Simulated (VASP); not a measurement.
# Si2Mo: input slips in a relaxation and what they do, part 2 of 2

Aim: see how common mistakes in a VASP relaxation show up, on Si2Mo. The starting structure is a measured crystal structure from the Crystallography Open Database.

VASP 6.6.1.

Results so far: reference 13.29 Å³ an atom.

The database entry behind the starting cell is an old determination (1927), so it need not match the best structure at ambient conditions.

### 5. Relaxation with the cell held fixed (ISIF = 2)

Level of this step: PBEsol; plane waves and PAW (Mo_sv, Si) (VASP).

A slip made on purpose: the cell held fixed (ISIF = 2). Against step 2 the input has ISIF = 2 (also changed: NELM).

Input file INCAR:

```
SYSTEM = Si2Mo
PREC = Accurate
ENCUT = 450
EDIFF = 1E-06
NELM = 60
ISMEAR = 1
SIGMA = 0.1
LREAL = .FALSE.
ALGO = Normal
GGA = PS
NBANDS = 17
LORBIT = 11
LWAVE = .FALSE.
LCHARG = .FALSE.
KPAR = 2
IBRION = 2
NSW = 50
ISIF = 2
EDIFFG = -0.01
```

Input file POSCAR:

```
Si2Mo
1.0
   -1.6000000000      1.6000000000      3.9305000000
    1.6000000000     -1.6000000000      3.9305000000
    1.6000000000      1.6000000000     -3.9305000000
Mo Si
1 2
Direct
    0.0000000000      0.0000000000      0.0000000000
    0.6670000000      0.6670000000      0.0000000000
    0.3330000000      0.3330000000      0.0000000000
```

Input file KPOINTS:

```
Automatic mesh
0
Gamma
12 12 12
0 0 0
```

Potentials, in the order of the species: Mo_sv and Si (PBE family, release 64).

The run is started by

```console
mpirun -np 2 vasp_std
```

Output:

```text
[... set-up lines as in an earlier step ...]
 entering main loop
       N       E                     dE             d eps       ncg     rms          rms(c)
[... 13 cycles as in an earlier step ...]
   1 F= -.25069735E+02 E0= -.25069769E+02  d E =-.250697E+02
[...]
N       E                     dE             d eps       ncg     rms          rms(c)
DAV:   1    -0.250750109207E+02   -0.52758E-02   -0.14777E-01  5642   0.190E+00    0.236E-01
DAV:   2    -0.250751842115E+02   -0.17329E-03   -0.50423E-03  6801   0.422E-01    0.136E-01
DAV:   3    -0.250751427555E+02    0.41456E-04   -0.19781E-04  6373   0.977E-02    0.563E-02
DAV:   4    -0.250751350854E+02    0.76700E-05   -0.46753E-05  6445   0.364E-02    0.104E-02
DAV:   5    -0.250751351767E+02   -0.91225E-07   -0.31101E-06  5560   0.104E-02
   2 F= -.25075135E+02 E0= -.25075040E+02  d E =-.540036E-02
 trial-energy change:   -0.005400  1 .order   -0.005416   -0.009969   -0.000863
 step:   1.0948(harm=  1.0948)  dis= 0.01698  next Energy=   -25.075192 (dE=-0.546E-02)
[...]
N       E                     dE             d eps       ncg     rms          rms(c)
DAV:   1    -0.250751762850E+02   -0.41200E-04   -0.13585E-03  5650   0.183E-01    0.223E-02
DAV:   2    -0.250751778999E+02   -0.16150E-05   -0.49489E-05  6755   0.423E-02    0.139E-02
DAV:   3    -0.250751775115E+02    0.38844E-06   -0.18902E-06  4955   0.967E-03
   3 F= -.25075178E+02 E0= -.25075066E+02  d E =-.544269E-02
[...]
reached required accuracy - stopping structural energy minimisation
```

Run time: 91 s. Hardware: 2 MPI ranks of AMD EPYC 7R43, shared host; peak memory 0.41 GiB; 3 min of CPU time.

From OUTCAR (step 5):

```text
  Total       -0.4591828     -0.4591828     -0.7042839      0.0000000      0.0000000      0.0000000
  in kB      -18.2788317    -18.2788317    -28.0356463      0.0000000      0.0000000      0.0000000
  external PRESSURE =     -21.5311033 kB  Pullay stress =       0.0000000 kB

 POSITION                                       TOTAL-FORCE (eV/Angst)
 -----------------------------------------------------------------------------------
      0.00000      0.00000      0.00000        -0.000000     -0.000000     -0.000000
      0.00000      0.00000      5.22631        -0.000000     -0.000000     -0.000979
      0.00000      0.00000      2.63469         0.000000      0.000000      0.000979
 -----------------------------------------------------------------------------------
    total drift:                               -0.000000      0.000000      0.000000

  FREE ENERGIE OF THE ION-ELECTRON SYSTEM (eV)
  ---------------------------------------------------
  free  energy   TOTEN  =       -25.0751775115 eV

  energy  without entropy=      -25.0748415975  energy(sigma->0) =      -25.07506554

[... 2 parts as in an earlier step ...]

[... 2 further parts left out ...]
[key lines of the parts left out:]
E-fermi :  12.1650
```

With the cell held fixed (ISIF = 2) the cell ends at 13.416 Å³ an atom, +0.98 % from the reference.

### 6. Relaxation with a smearing far too wide

A slip made on purpose: a smearing far too wide. Against step 2 the input has ISMEAR = 0 and SIGMA = 2 (also changed: NELM).

INCAR: that of step 5 with these lines changed.

```diff
@@ -5,4 +5,4 @@
 NELM = 60
-ISMEAR = 1
-SIGMA = 0.1
+ISMEAR = 0
+SIGMA = 2
 LREAL = .FALSE.
@@ -17,3 +17,3 @@
 NSW = 50
-ISIF = 2
+ISIF = 3
 EDIFFG = -0.01
```

POSCAR is that of step 5.

KPOINTS is that of step 5.

The run is started by

```console
mpirun -np 2 vasp_std
```

Output:

```text
[... set-up lines as in an earlier step ...]
 entering main loop
       N       E                     dE             d eps       ncg     rms          rms(c)
DAV:   1     0.104615196548E+03    0.10462E+03   -0.10461E+04  5566   0.110E+03
DAV:   2    -0.244777875999E+02   -0.12909E+03   -0.12680E+03  6986   0.290E+02
DAV:   3    -0.269222843547E+02   -0.24445E+01   -0.24176E+01  6853   0.361E+01
DAV:   4    -0.269359646549E+02   -0.13680E-01   -0.13645E-01  6948   0.295E+00
[...]
DAV:  11    -0.259572063213E+02    0.12939E-04   -0.24179E-04  6007   0.113E-01    0.459E-02
DAV:  12    -0.259572005638E+02    0.57575E-05   -0.28654E-05  5900   0.397E-02    0.938E-03
DAV:  13    -0.259572002075E+02    0.35633E-06   -0.71023E-07  3100   0.602E-03
   1 F= -.25957200E+02 E0= -.24730394E+02  d E =-.259572E+02
[... from here on, the cycles between the ionic steps are left out ...]
   2 F= -.25947765E+02 E0= -.24543575E+02  d E =0.943492E-02
   3 F= -.25979947E+02 E0= -.24675429E+02  d E =-.227467E-01
   4 F= -.25979945E+02 E0= -.24677010E+02  d E =-.227452E-01
   5 F= -.25980113E+02 E0= -.24677918E+02  d E =-.167913E-03
   6 F= -.25980119E+02 E0= -.24678094E+02  d E =-.173715E-03
   7 F= -.25980127E+02 E0= -.24675625E+02  d E =-.751165E-05
   8 F= -.25980129E+02 E0= -.24676440E+02  d E =-.945167E-05
[...]
reached required accuracy - stopping structural energy minimisation
```

The job ended after 3.9 min (2 MPI ranks; peak memory 0.43 GiB; 7.8 min of CPU time).

Parts of OUTCAR (step 6):

```text
  Total       -0.0065652     -0.0065652     -0.0230593      0.0000000      0.0000000      0.0000000
  in kB       -0.2535912     -0.2535912     -0.8907085      0.0000000      0.0000000      0.0000000
  external PRESSURE =      -0.4659636 kB  Pullay stress =       0.0000000 kB

 POSITION                                       TOTAL-FORCE (eV/Angst)
 -----------------------------------------------------------------------------------
      0.00000      0.00000     -0.00000         0.000000      0.000000     -0.000000
      0.00000      0.00000      5.32626         0.000000      0.000000      0.006262
      0.00000      0.00000      2.65485        -0.000000     -0.000000     -0.006262
 -----------------------------------------------------------------------------------
    total drift:                               -0.000000     -0.000000     -0.000000

  FREE ENERGIE OF THE ION-ELECTRON SYSTEM (eV)
  ---------------------------------------------------
  free  energy   TOTEN  =       -25.9801285657 eV

  energy  without entropy=      -23.3727523947  energy(sigma->0) =      -24.67644048

[... 2 parts as in an earlier step ...]

[... 2 further parts left out ...]
[key lines of the parts left out:]
E-fermi :  11.8204
```

With a smearing far too wide the cell ends at 13.826 Å³ an atom, +4.06 % from the reference.

### 7. The runs compared

```csv
run,ended,volume (Å³/atom),change (%),pressure left (GPa),core minutes
reference,converged,13.286,-,-0.05,6.34
too few electronic steps,cut off by time,-,-,-,13.4
a cutoff far too low,stopped by VASP,-,-,-,0.32
the cell held fixed (ISIF = 2),converged,13.416,0.98,-2.15,3.03
a smearing far too wide,converged,13.826,4.06,-0.05,7.87
```

Core minutes are wall time times ranks, summed over the relaxations behind a row (those for a bulk modulus apart), on shared hosts.

### 8. Results

| Item | Value |
| --- | --- |
| volume of the reference | 13.29 Å³/atom |
| volume against the reference, the cell held fixed (ISIF = 2) | +0.98 % |
| volume against the reference, a smearing far too wide | +4.06 % |
| run with too few electronic steps | cut off by time |
| run with a cutoff far too low | stopped by VASP |

VASP stopped by itself in the run with a cutoff far too low. The run with too few electronic steps was cut off by time, so it gives no result to compare. Finished, but with signs in the output that stand out against the reference: the cell held fixed (ISIF = 2), with the volume kept at the input's, +1.0 % from the reference (signs: a stress of up to 2.8 GPa); a smearing far too wide, with the volume changed by +4.1 % (signs: 5.7 GPa at the first ionic step (reference: -2.4 GPa) and a large entropy term in the energy). Further runs on this material are not shown.

[Lines on the potential files, build, host, timing and source positions are cut from VASP's logs without a mark.]

[Logs are printed without paths, hosts, clocks, repeated set-up lines and the standing remarks that a program may print on its own settings, such as how far it seeks lower states.]

[Hosts, paths, dates, database ids (printed as entryN), source tags and the programs' standing remarks are cut or masked in the printed files.]
